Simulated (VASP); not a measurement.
Given:

```
CELL_PARAMETERS angstrom
      0.00000     2.25271     2.25271
      2.25271     0.00000     2.25271
      2.25271     2.25271     0.00000
ATOMIC_POSITIONS crystal
  Ga 0.00000 0.00000 0.00000
  N  0.25000 0.25000 0.25000
```

Computed with r2SCAN meta-GGA, VASP's PBE PAW potentials (set 64) (plane waves; VASP). Run with 520 eV cut-off, 11×11×11 Γ-centred mesh, tetrahedra with Blöchl corrections, potentials Ga_d N.

**Question.** Give the energies of bands 7 to 10 at the high-symmetry points, in eV from the valence-band maximum.

**Answer.** 
```json
[
 {"band": "7", "Γ": "0.00", "X": "-6.22", "U": "-5.95", "L": "-7.16", "W": "-5.77"},
 {"band": "8", "Γ": "0.00", "X": "-2.79", "U": "-4.35", "L": "-1.00", "W": "-3.80"},
 {"band": "9", "Γ": "0.00", "X": "-2.79", "U": "-2.24", "L": "-1.00", "W": "-3.70"},
 {"band": "10", "Γ": "2.13", "X": "3.77", "U": "5.47", "L": "5.17", "W": "6.73"}
]
```

The gap is direct, 2.13 eV, from the valence maximum at Γ to the conduction minimum at Γ.

The compound is GaN in the zinc blende structure, a metastable form; wurtzite is the usual one. It was relaxed first.
